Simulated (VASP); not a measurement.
CsPbBr₃ (cubic perovskite) relaxed at rising pressure, in one space group throughout; other phases were not tried. The pressures are those reached. These are PBEsol GGA, VASP's PBE PAW potentials (set 64) (plane waves; VASP) values and carry that method's errors.

```json
[
 {"P (GPa)": "0.02", "V (Å³/atom)": "40.655", "k-mesh": "4×4×4"},
 {"P (GPa)": "5.01", "V (Å³/atom)": "34.725", "k-mesh": "4×4×4"},
 {"P (GPa)": "10.00", "V (Å³/atom)": "31.390", "k-mesh": "6×6×6"},
 {"P (GPa)": "19.92", "V (Å³/atom)": "27.721", "k-mesh": "6×6×6"},
 {"P (GPa)": "29.93", "V (Å³/atom)": "25.406", "k-mesh": "6×6×6"}
]
```

A change of mesh leaves a small step in the series.

Fit an equation of state and predict the volume at 45.00 GPa.

Least squares on the third-order Birch-Murnaghan form, P = (3B0/2)(y⁷ − y⁵)[1 + (3/4)(B′ − 4)(y² − 1)] with y = (V0/V)^(1/3), gives V0 = 40.760 Å³/atom, B0 = 21 GPa and B′ = 4.6, and so 23.099 Å³/atom. The run gave 23.028 Å³/atom, -0.3 % from the fit.

Pressures at which the relaxation failed are left out.

The compound is CsPbBr3 in the cubic perovskite structure, the ideal cubic form; the compound distorts at low or room temperature.
